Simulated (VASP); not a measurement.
OSZICAR of a VASP run on PbSe (rock salt):

File OSZICAR:
```
       N       E                     dE             d eps       ncg     rms          rms(c)
DAV:   1     0.154665754932E+03    0.15467E+03   -0.96514E+03   560   0.142E+03
DAV:   2     0.363265542015E+01   -0.15103E+03   -0.14822E+03   602   0.338E+02
DAV:   3    -0.824337101642E+01   -0.11876E+02   -0.11744E+02   734   0.102E+02
DAV:   4    -0.851121968144E+01   -0.26785E+00   -0.26779E+00   592   0.191E+01
DAV:   5    -0.852036473906E+01   -0.91451E-02   -0.91448E-02   778   0.334E+00    0.271E+00
DAV:   6    -0.820049352379E+01    0.31987E+00   -0.87375E-01   756   0.711E+00    0.148E+00
DAV:   7    -0.819665412844E+01    0.38394E-02   -0.13354E-01   630   0.200E+00    0.842E-01
DAV:   8    -0.820031446893E+01   -0.36603E-02   -0.14904E-02   596   0.156E+00    0.175E-01
DAV:   9    -0.819978929968E+01    0.52517E-03   -0.29282E-03   828   0.591E-01    0.624E-02
DAV:  10    -0.819988462804E+01   -0.95328E-04   -0.24178E-04   602   0.119E-01    0.207E-02
DAV:  11    -0.819989254776E+01   -0.79197E-05   -0.68285E-05   668   0.936E-02    0.538E-03
DAV:  12    -0.819989289735E+01   -0.34959E-06   -0.41313E-06   704   0.171E-02
   1 F= -.81998929E+01 E0= -.81998929E+01  d E =-.819989E+01
```

Task: Which electronic solver shows in the log?

Result: It is blocked Davidson (ALGO = Normal, or the opening steps of other solvers). The INCAR had ALGO = Normal.

Task: Can the final energy be trusted as converged?

Result: The calculation finished and met its thresholds. It stopped with EDIFF = 1E-6, NELM = 100, NSW = 60 and EDIFFG = -0.01 after 1 ionic step (PBE GGA, plane waves, VASP's PBE PAW potentials (set 64)).

The compound is PbSe in the rock salt structure. It was relaxed first. The start is the result of an earlier pass.
